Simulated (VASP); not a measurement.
```
CELL_PARAMETERS angstrom
      3.35752     0.00000     0.00000
      0.00000     3.35752     0.00000
      0.00000     0.00000     3.35752
ATOMIC_POSITIONS crystal
  Y  0.00000 0.00000 0.00000
  S  0.50000 0.50000 0.50000
```

The numbers are results of PBEsol GGA, VASP's PBE PAW potentials (set 64) (plane waves; VASP), not measurements. Settings: 400 eV cut-off, 12×12×12 Γ-centred mesh, tetrahedra with Blöchl corrections, potentials Y_sv S.

**Question.** Tabulate the total density of states (states/eV per cell) against energy (eV; zero at the valence-band maximum or, without a gap, the Fermi level).

**Answer.** 
| E (eV) | DOS (states/eV) |
|---|---|
| -9.97 | 0.00 |
| -9.74 | 0.00 |
| -9.51 | 0.00 |
| -9.28 | 0.00 |
| -9.06 | 0.00 |
| -8.83 | 0.00 |
| -8.60 | 0.00 |
| -8.38 | 0.00 |
| -8.15 | 0.00 |
| -7.92 | 0.00 |
| -7.69 | 0.00 |
| -7.47 | 0.00 |
| -7.24 | 0.00 |
| -7.01 | 0.08 |
| -6.78 | 0.26 |
| -6.56 | 0.38 |
| -6.33 | 0.57 |
| -6.10 | 1.13 |
| -5.88 | 2.05 |
| -5.65 | 2.67 |
| -5.42 | 1.79 |
| -5.19 | 1.35 |
| -4.97 | 1.44 |
| -4.74 | 1.28 |
| -4.51 | 1.26 |
| -4.28 | 1.20 |
| -4.06 | 1.16 |
| -3.83 | 1.19 |
| -3.60 | 1.15 |
| -3.38 | 1.29 |
| -3.15 | 2.03 |
| -2.92 | 2.25 |
| -2.69 | 1.09 |
| -2.47 | 0.45 |
| -2.24 | 0.18 |
| -2.01 | 0.06 |
| -1.78 | 0.00 |
| -1.56 | 0.01 |
| -1.33 | 0.06 |
| -1.10 | 0.15 |
| -0.88 | 0.37 |
| -0.65 | 0.57 |
| -0.42 | 0.85 |
| -0.19 | 1.54 |
| 0.03 | 1.91 |
| 0.26 | 1.06 |
| 0.49 | 0.85 |
| 0.72 | 0.61 |
| 0.94 | 0.61 |
| 1.17 | 0.53 |
| 1.40 | 0.56 |
| 1.62 | 0.92 |
| 1.85 | 2.61 |
| 2.08 | 3.46 |
| 2.31 | 2.27 |
| 2.53 | 1.83 |
| 2.76 | 1.91 |
| 2.99 | 1.94 |
| 3.22 | 1.50 |
| 3.44 | 1.42 |
Within 2 eV below the Fermi level the largest weight inside VASP's projection spheres is Y d.

The structure was generated: YS was put into the CsCl type type (Pm-3m), which need not be its known phase. It was relaxed first, which changed the volume by -33 %. The electron count is odd and the run is not spin-polarised, which forces a metal.
